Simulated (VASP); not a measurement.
VASP runs on CsI (CsCl type) share one base input (PBE GGA, plane waves, VASP's PBE PAW potentials (set 64)) and change the settings named in each case.

INCAR:
```
SYSTEM=CsI
PREC=Accurate; ENCUT=400; LREAL=.FALSE.
LASPH=.TRUE.
EDIFF=1E-6; NELM=100; ALGO=Normal
LMAXMIX=4
ISMEAR=0; SIGMA=0.05
GGA=PE
ISIF=2
LWAVE=.FALSE.; LCHARG=.FALSE.
```

### KPOINTS
```
kpoints
0
gamma
 5 5 5
```

POSCAR:
```
CsI
1
    4.6614000000     0.0000000000     0.0000000000
    0.0000000000     4.6614000000     0.0000000000
    0.0000000000     0.0000000000     4.6614000000
Cs I
1 1
Direct
  0.0000000000   0.0000000000   0.0000000000
  0.5000000000   0.5000000000   0.5000000000
```

POTCAR, in this order: Cs_sv I (PBE.64 set). Program: vasp_std.

```tsv
change	electronic steps
base run	12
AMIX = 0.05, BMIX = 1.0, IMIX = 4	15
AMIX = 1.0, BMIX = 0.0001, IMIX = 4	12
AMIX = 0.1, BMIX = 0.0001, IMIX = 4	15
AMIX = 0.2, BMIX = 1.0, IMIX = 1	37
AMIX = 0.6, BMIX = 0.0001, IMIX = 4	12
```
 Unless said otherwise, spin-orbit coupling is left out, though it shifts the bands of the heavy elements here.

Left out are runs that ran out of time, are held back, or changed the cell or the kind of run, fixed moments of cells without a moment, rows past the twelfth, gaps on odd meshes, pressures of charged cells and columns that move by less than the noise.

The compound is CsI in the CsCl type structure. The cell was not relaxed at this level.
